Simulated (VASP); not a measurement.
# GaB (P4/mmm) in VASP: further runs

Aim: see how the results for GaB move with the level of theory and the settings. Levels: LDA, PBE. Tasks: band structure.

Program: VASP 6.6.1. These are calculated values, not measurements. Logs are shortened: lines on timing, memory, paths and dates and some standing lists are left out, and cuts for length are marked.

## Step 1: Starting point

Symmetry: P4/mmm, No. 123, tetragonal system. Conventional cell: a = 2.718 Å, b = 2.718 Å, c = 3.236 Å, α = 90.00°, β = 90.00°, γ = 90.00°. Ga (site symmetry 4/mmm) has 8 B at 2.51 Å and 4 Ga at 2.72 Å as nearest neighbours. Around B (site symmetry 4/mmm) lie 8 Ga at 2.51 Å and 4 B at 2.72 Å.

The cell was built by a generator and needn't be a form met in nature.

## Step 2: Band structure, LDA

Contents of POSCAR:

```
GaB
1.0
    2.7182400000      0.0000000000      0.0000000000
    0.0000000000      2.7182400000      0.0000000000
    0.0000000000      0.0000000000      3.2362100000
Ga B
1 1
Direct
    0.5000000000      0.5000000000      0.5000000000
    0.0000000000      0.0000000000      0.0000000000
```

Contents of INCAR.step1:

```
PREC     = Accurate       # precision mode
ENCUT    = 520            # plane-wave cutoff, eV
EDIFF    = 1E-6           # SCF threshold, eV
ISMEAR   = -1             # smearing method
SIGMA    = 0.05           # smearing width, eV
LREAL    = False          # projectors in reciprocal space
LASPH    = True           # aspherical terms in the spheres
NELM     = 60             # most SCF steps
ALGO     = Normal         # electronic algorithm
ISIF     = 2              # what is computed and relaxed
LWAVE    = False          # write WAVECAR
LCHARG   = True           # write CHGCAR
```

Contents of KPOINTS.step1:

```
regular mesh
0
Gamma
  10 10 8
```

Contents of INCAR.step2:

```
PREC     = Accurate       # precision mode
ENCUT    = 520            # plane-wave cutoff, eV
EDIFF    = 1E-6           # SCF threshold, eV
ISMEAR   = 0              # smearing method
SIGMA    = 0.05           # smearing width, eV
LREAL    = False          # projectors in reciprocal space
LASPH    = True           # aspherical terms in the spheres
NELM     = 60             # most SCF steps
ALGO     = Normal         # electronic algorithm
ISIF     = 2              # what is computed and relaxed
LWAVE    = False          # write WAVECAR
LCHARG   = False          # write CHGCAR
ICHARG   = 11             # starting density
```

Contents of KPOINTS.step2:

```
path GXMGZRAZ,XR,MA
20
line-mode
reciprocal
 0.0000000000  0.0000000000  0.0000000000  G
 0.0000000000  0.5000000000  0.0000000000  X

 0.0000000000  0.5000000000  0.0000000000  X
 0.5000000000  0.5000000000  0.0000000000  M

 0.5000000000  0.5000000000  0.0000000000  M
 0.0000000000  0.0000000000  0.0000000000  G

 0.0000000000  0.0000000000  0.0000000000  G
 0.0000000000  0.0000000000  0.5000000000  Z

 0.0000000000  0.0000000000  0.5000000000  Z
 0.0000000000  0.5000000000  0.5000000000  R

 0.0000000000  0.5000000000  0.5000000000  R
 0.5000000000  0.5000000000  0.5000000000  A

 0.5000000000  0.5000000000  0.5000000000  A
 0.0000000000  0.0000000000  0.5000000000  Z

 0.0000000000  0.5000000000  0.0000000000  X
 0.0000000000  0.5000000000  0.5000000000  R

 0.5000000000  0.5000000000  0.0000000000  M
 0.5000000000  0.5000000000  0.5000000000  A
```

Potentials or basis: VASP PAW LDA potentials, release 64 (Ga_d, B).

Command:

```console
$ cat potpaw_LDA.64/Ga_d/POTCAR potpaw_LDA.64/B/POTCAR > POTCAR
$ cp INCAR.step1 INCAR
$ cp KPOINTS.step1 KPOINTS
$ mpirun -np 1 vasp_std > vasp.out
$ cp INCAR.step2 INCAR
$ cp KPOINTS.step2 KPOINTS
$ mpirun -np 1 vasp_std > vasp.out
```

OUTCAR:

```text
PREC = Accurate
   ENCUT = 520
   EDIFF = 1E-6
   ISMEAR = 0
   LREAL = False
   LASPH = True
   NELM = 60
   ISIF = 2
   ICHARG = 11

 ion  position               nearest neighbor table
   1  0.500  0.500  0.500-   2 2.51   2 2.51   2 2.51   2 2.51   2 2.51   2 2.51   2 2.51   2 2.51

   2  0.000  0.000  0.000-   1 2.51   1 2.51   1 2.51   1 2.51   1 2.51   1 2.51   1 2.51   1 2.51

  LATTYP: Found a simple tetragonal cell.
 ALAT       =     2.7182400000
 C/A-ratio  =     1.1905534463

  Lattice vectors:

 A1 = (   2.7182400000,   0.0000000000,   0.0000000000)
 A2 = (   0.0000000000,   2.7182400000,   0.0000000000)
 A3 = (   0.0000000000,   0.0000000000,   3.2362100000)

Analysis of symmetry for initial positions (statically):
=====================================================================
 Subroutine PRICEL returns:
 Original cell was already a primitive cell.

 Routine SETGRP: Setting up the symmetry group for a
 simple tetragonal supercell.

 Subroutine GETGRP returns: Found 16 space group operations
 (whereof 16 operations were pure point group operations)
 out of a pool of 16 trial point group operations.

The static configuration has the point symmetry D_4h.

Analysis of symmetry for dynamics (positions and initial velocities):
=====================================================================
 Subroutine PRICEL returns:
 Original cell was already a primitive cell.

 Routine SETGRP: Setting up the symmetry group for a
 simple tetragonal supercell.

 Subroutine GETGRP returns: Found 16 space group operations
 (whereof 16 operations were pure point group operations)
 out of a pool of 16 trial point group operations.

The dynamic configuration has the point symmetry D_4h.

 Subroutine INISYM returns: Found 16 space group operations
 (whereof 16 operations are pure point group operations),
 and found     1 'primitive' translations

----------------------------------------------------------------------------------------

                                     Primitive cell

  volume of cell :      23.9118

  direct lattice vectors                    reciprocal lattice vectors
     2.718240000  0.000000000  0.000000000     0.367885102  0.000000000  0.000000000
     0.000000000  2.718240000  0.000000000     0.000000000  0.367885102  0.000000000
     0.000000000  0.000000000  3.236210000     0.000000000  0.000000000  0.309003433

  length of vectors
     2.718240000  2.718240000  3.236210000     0.367885102  0.367885102  0.309003433

  position of ions in fractional coordinates (direct lattice)
     0.500000000  0.500000000  0.500000000
     0.000000000  0.000000000  0.000000000

  ion indices of the primitive-cell ions
   primitive index   ion index
                 1           1
                 2           2

----------------------------------------------------------------------------------------

 KPOINTS: path GXMGZRAZ,XR,MA

Interpolating k-points between supplied coordinates.

 Line segments in fractional coordinates (reciprocal lattice):
    0.000000  0.000000  0.000000  ...  0.000000  0.500000  0.000000
    0.000000  0.500000  0.000000  ...  0.500000  0.500000  0.000000
    0.500000  0.500000  0.000000  ...  0.000000  0.000000  0.000000
    0.000000  0.000000  0.000000  ...  0.000000  0.000000  0.500000
    0.000000  0.000000  0.500000  ...  0.000000  0.500000  0.500000
    0.000000  0.500000  0.500000  ...  0.500000  0.500000  0.500000
    0.500000  0.500000  0.500000  ...  0.000000  0.000000  0.500000
    0.000000  0.500000  0.000000  ...  0.000000  0.500000  0.500000
    0.500000  0.500000  0.000000  ...  0.500000  0.500000  0.500000

 Generated    20 points on each line segment, for a total of    180 k-points:

 Following reciprocal coordinates:
            Coordinates               Weight
  0.000000  0.000000  0.000000      0.005556
  0.000000  0.026316  0.000000      0.005556
  0.000000  0.052632  0.000000      0.005556
  0.000000  0.078947  0.000000      0.005556
  0.000000  0.105263  0.000000      0.005556
  0.000000  0.131579  0.000000      0.005556
[... 16 lines left out ...]
  0.052632  0.500000  0.000000      0.005556
  0.078947  0.500000  0.000000      0.005556
 [... further k-points ...]
   k-points           NKPTS =    180   k-points in BZ     NKDIM =    180   number of bands    NBANDS=     12
   number of dos      NEDOS =    301   number of ions     NIONS =      2
   total plane-waves  NPLWV =   9600
   dimension x,y,z NGX =    20 NGY =   20 NGZ =   24
   dimension x,y,z NGXF=    40 NGYF=   40 NGZF=   48
   ions per type =               1   1
   NGX,Y,Z   is equivalent  to a cutoff of  12.23, 12.23, 12.33 a.u.
   NGXF,Y,Z  is equivalent  to a cutoff of  24.46, 24.46, 24.66 a.u.
 SYSTEM =  unknown system
   PREC   = accura    normal or accurate (medium, high low for compatibility)
   ISTART =      0    job   : 0-new  1-cont  2-samecut
   ICHARG =     11    charge: 1-file 2-atom 10-const
   ISPIN  =      1    spin polarized calculation?
   LNONCOLLINEAR =      F non collinear calculations
   LSORBIT =      F    spin-orbit coupling
   LASPH  =      T    aspherical Exc in radial PAW
   ENCUT  =  520.0 eV  38.22 Ry    6.18 a.u.   5.05  5.05  6.02*2*pi/ulx,y,z
   NELM   =     60;   NELMIN=  2; NELMDL=  0     # of ELM steps
   EDIFF  = 0.1E-05   stopping-criterion for ELM
   LREAL  =      F    real-space projection
   EDIFFG = 0.1E-04   stopping-criterion for IOM
   NSW    =      0    number of steps for IOM
   IBRION =     -1    ionic relax: 0-MD 1-quasi-New 2-CG
   NFREE  =      0    steps in history (QN), initial steepest desc. (CG)
   ISIF   =      2    stress and relaxation
   ISYM   =      2    0-nonsym 1-usesym 2-fastsym
   POTIM  = 0.5000    time-step for ionic-motion
   TEBEG  =    0.0;   TEEND  =   0.0 temperature during run
   PSTRESS=    0.0 pullay stress
   NELECT =      16.0000    total number of electrons
   NUPDOWN=      -1.0000    fix difference up-down
   EMIN   =  10.00;   EMAX   =-10.00  energy-range for DOS
   EFERMI =   0.00;   METHOD = LEGACY
   ISMEAR =     0;   SIGMA  =   0.05  broadening in eV -4-tet -1-fermi 0-gaus
   EFERMI_NEDOS =   21; number of points for ismear=-14 and -15
   IALGO  =     38    algorithm
   IMIX   =      4    mixing-type and parameters
     AMIX     =   0.40;   BMIX     =  1.00
     AMIX_MAG =   1.60;   BMIX_MAG =  1.00
  volume/ion in A,a.u.               =      11.96        80.68
  Fermi-wavevector in a.u.,A,eV,Ry     =   1.431894  2.705886 27.896285  2.050319
  Thomas-Fermi vector in A             =   2.551580
   LORBIT       =      0    0 simple, 1 ext, 2 COOP (PROOUT), +10 PAW based schemes
   GGA     = CA    functional components
   LHFCALC =     F    Hartree Fock is set to
   AEXX    =    0.0000 exact exchange contribution
   IVDW    =     0    specifies the selected vdW correction
   LEPSILON=     F    determine dielectric tensor
   LRPA    =     F    only Hartree local field effects (RPA)
 non-spin polarized calculation
 Gauss-broadening in eV      SIGMA  =   0.05
  energy-cutoff  :      520.00
  volume of cell :       23.91
 maximum number of plane-waves:       660

 number of electron      16.0000024 magnetization

 Free energy of the ion-electron system (eV)
  ---------------------------------------------------
  ext. energy  EPLUGINS =         0.00000000
  ---------------------------------------------------
  free energy    TOTEN  =        -8.21892290 eV

  energy without entropy =       -8.21792995  energy(sigma->0) =       -8.21842643

 E-fermi :   6.8068     XC(G=0): -12.1266

 val. band max:        6.8027301378   @ k =   0.1579   0.1579   0.0000
 cond. band min:       6.8132848466   @ k =   0.2105   0.2105   0.0000
 fundamental gap:      0.0105547088
 Fermi energy:         6.8067810195

 k-point     1 :       0.0000    0.0000    0.0000
  band No.  band energies     occupation
      1      -8.6177      2.00000
      2      -8.4572      2.00000
      3      -8.1473      2.00000
      4      -8.1473      2.00000
      5      -8.1010      2.00000
      6      -6.5117      2.00000
      7       5.0982      2.00000
      8       8.6840      0.00000
      9       9.4171      0.00000
     10       9.4171      0.00000
     11      15.9909      0.00000
     12      16.4360      0.00000

 k-point     2 :       0.0000    0.0263    0.0000
  band No.  band energies     occupation
      1      -8.6159      2.00000
      2      -8.4560      2.00000
      3      -8.1489      2.00000
      4      -8.1472      2.00000
      5      -8.1021      2.00000
      6      -6.4985      2.00000
      7       5.1126      2.00000
      8       8.6734      0.00000
      9       9.3269      0.00000
     10       9.4285      0.00000
     11      16.0320      0.00000
     12      16.4991      0.00000

 k-point     3 :       0.0000    0.0526    0.0000
  band No.  band energies     occupation
      1      -8.6105      2.00000
      2      -8.4525      2.00000
      3      -8.1536      2.00000
      4      -8.1468      2.00000
      5      -8.1054      2.00000
      6      -6.4588      2.00000
      7       5.1556      2.00000
      8       8.6000      0.00000
      9       9.1186      0.00000
     10       9.4627      0.00000
     11      16.1165      0.00000
     12      16.6968      0.00000
[... 286 lines left out ...]
 k-point    23 :       0.0526    0.5000    0.0000
  band No.  band energies     occupation
      1      -8.4729      2.00000
      2      -8.3683      2.00000
      3      -8.2711      2.00000
      4      -8.2004      2.00000
      5      -8.1332      2.00000
      6      -1.6849      2.00000
      7      -1.4479      2.00000
      8       8.7033      0.00000
      9      11.4587      0.00000
     10      12.1358      0.00000
     11      12.3478      0.00000
     12      12.3876      0.00000

 k-point    24 :       0.0789    0.5000    0.0000
  band No.  band energies     occupation
      1      -8.4583      2.00000
      2      -8.3663      2.00000
      3      -8.2832      2.00000
      4      -8.1969      2.00000
      5      -8.1394      2.00000
      6      -1.6150      2.00000
      7      -1.3860      2.00000
      8       8.7389      0.00000
      9      11.1253      0.00000
     10      12.0873      0.00000
     11      12.4279      0.00000
     12      12.4547      0.00000

 [... further k-points ...]

------------------------ aborting loop because EDIFF is reached ----------------------------------------

  FORCE on cell =-STRESS in cart. coord.  units (eV):
  Direction    XX          YY          ZZ          XY          YZ          ZX
  --------------------------------------------------------------------------------------
  -------------------------------------------------------------------------------------
  Total        1.7457058      1.7457058     -3.4548361      0.0000000      0.0000000     -0.0000000
  in kB      116.9686126    116.9686126   -231.4865361      0.0000000      0.0000000     -0.0000000
  external PRESSURE =       0.8168964 kB  Pullay stress =       0.0000000 kB

 VOLUME and BASIS-vectors are now :
 -----------------------------------------------------------------------------
  energy-cutoff  :      520.00
  volume of cell :       23.91
      direct lattice vectors                 reciprocal lattice vectors
     2.718240000  0.000000000  0.000000000     0.367885102  0.000000000  0.000000000
     0.000000000  2.718240000  0.000000000     0.000000000  0.367885102  0.000000000
     0.000000000  0.000000000  3.236210000     0.000000000  0.000000000  0.309003433

 POSITION                                       TOTAL-FORCE (eV/Angst)
 -----------------------------------------------------------------------------------
      1.35912      1.35912      1.61810         0.000000      0.000000      0.000000
      0.00000      0.00000      0.00000         0.000000      0.000000      0.000000
 -----------------------------------------------------------------------------------
    total drift:                               -0.000000      0.000000      0.000000

  FREE ENERGIE OF THE ION-ELECTRON SYSTEM (eV)
  ---------------------------------------------------
  free  energy   TOTEN  =        -8.2189228972 eV

  energy  without entropy=       -8.2179299533  energy(sigma->0) =       -8.21842643
```

Wall time 56 s (1 thread of AMD EPYC 7R13 (Zen 3), shared host); peak memory 0.13 GiB.

What came out:

```yaml
Band_gap_along_the_path: none (metal or under the smearing width)
```

Levels at the corners of the path, in eV from the Fermi level:
```csv
point,band 5,band 6,band 7,band 8,band 9,band 10,band 11,band 12
Γ,-14.86,-13.27,-1.66,1.92,2.66,2.66,9.23,9.68
X,-14.89,-8.50,-8.26,1.91,5.01,5.41,5.52,5.55
X,-14.89,-8.50,-8.26,1.91,5.01,5.41,5.52,5.55
M,-14.71,-4.45,-4.45,-3.37,-2.05,3.26,7.57,7.57
M,-14.71,-4.45,-4.45,-3.37,-2.05,3.26,7.57,7.57
Γ,-14.86,-13.27,-1.66,1.92,2.66,2.66,9.23,9.68
Γ,-14.86,-13.27,-1.66,1.92,2.66,2.66,9.23,9.68
Z,-14.86,-9.96,-9.71,4.29,4.29,7.83,9.51,9.51
Z,-14.86,-9.96,-9.71,4.29,4.29,7.83,9.51,9.51
R,-14.80,-5.43,-5.29,-4.89,-4.32,5.39,10.10,11.78
R,-14.80,-5.43,-5.29,-4.89,-4.32,5.39,10.10,11.78
A,-14.71,-1.82,-1.28,-1.28,-0.35,0.10,0.10,1.12
A,-14.71,-1.82,-1.28,-1.28,-0.35,0.10,0.10,1.12
Z,-14.86,-9.96,-9.71,4.29,4.29,7.83,9.51,9.51
X,-14.89,-8.50,-8.26,1.91,5.01,5.41,5.52,5.55
R,-14.80,-5.43,-5.29,-4.89,-4.32,5.39,10.10,11.78
M,-14.71,-4.45,-4.45,-3.37,-2.05,3.26,7.57,7.57
A,-14.71,-1.82,-1.28,-1.28,-0.35,0.10,0.10,1.12
```

Caveat: the log is that of the step along the path at fixed density, whose energy, stress, charges and moments have no meaning.

[end of part 1 of 2]
